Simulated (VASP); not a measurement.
VASP runs on La$_{2}$GeI$_{2}$ (space group P-3m1) share one base input (PBEsol GGA, plane waves, VASP's PBE PAW potentials (set 64)) and change the settings named in each case.

INCAR:
```
SYSTEM = La2GeI2
PREC = Accurate
ENCUT = 300
EDIFF = 1E-6
NELM = 100
ALGO = Normal
LREAL = .FALSE.
LASPH = .TRUE.
ISMEAR = -1
SIGMA = 0.1
GGA = PS
LMAXMIX = 6
LWAVE = .FALSE.
LCHARG = .FALSE.
ISIF = 2
```

### POSCAR
```
La2GeI2
1.0
  4.4510000000   0.0000000000   0.0000000000
 -2.2255000000   3.8546790000   0.0000000000
  0.0000000000   0.0000000000  10.8680000000
Ge I La
1 2 2
Cart
  0.0000000000   0.0000000000   5.4340000000
 -0.0000022255   2.5697872849   9.1770478800
  2.2255022255   1.2848917151   1.6909521200
 -0.0000022255   2.5697872849   3.7531551200
  2.2255022255   1.2848917151   7.1148448800
```

File KPOINTS:
```
Regular mesh
0
gamma
 6 6 3
0 0 0
```

POTCAR, in this order: Ge_d I La (PBE.64 set). Program: vasp_std.

| change | E(σ→0) (eV/atom) | pressure (GPa) | −TS (eV) |
|---|---|---|---|
| base run | -5.0876 | -1.15 | -0.0390 |
| GGA removed, POTCAR Ge_d I La (LDA.64 set) | -5.3174 | -2.38 | -0.0393 |
| GGA_COMPAT = .FALSE., LNONCOLLINEAR = .TRUE., LSORBIT = .TRUE., MAGMOM = 0.0 0.0 0.0 0.0 0.0 0.0 0.0 0.0 0.0 0.0 0.0 0.0 0.0 0.0 0.0, program vasp_ncl | -5.2592 | … | … |
| KPOINTS 5×5×2 Γ-centred mesh | -5.0841 | … | … |

Q: Complete the blanks.

A: 
- KPOINTS 5×5×2 Γ-centred mesh, pressure (GPa): -1.12
- KPOINTS 5×5×2 Γ-centred mesh, −TS (eV): -0.0462
- GGA_COMPAT = .FALSE., LNONCOLLINEAR = .TRUE., LSORBIT = .TRUE., MAGMOM = 0.0 0.0 0.0 0.0 0.0 0.0 0.0 0.0 0.0 0.0 0.0 0.0 0.0 0.0 0.0, program vasp_ncl, pressure (GPa): -1.16
- GGA_COMPAT = .FALSE., LNONCOLLINEAR = .TRUE., LSORBIT = .TRUE., MAGMOM = 0.0 0.0 0.0 0.0 0.0 0.0 0.0 0.0 0.0 0.0 0.0 0.0 0.0 0.0 0.0, program vasp_ncl, −TS (eV): -0.0403

Energies of different potentials or functionals have different zeros.  Unless said otherwise, spin-orbit coupling is left out, though it shifts the bands of the heavy elements here. At 300 eV the pressure can carry a Pulay error.

Left out are runs that ran out of time, are held back, or changed the cell or the kind of run, fixed moments of cells without a moment, rows past the twelfth, gaps on odd meshes, pressures of charged cells and columns that move by less than the noise.

The structure comes from a measured La2GeI2 entry of the Crystallography Open Database, whose conditions weren't checked. The cell was not relaxed at this level.
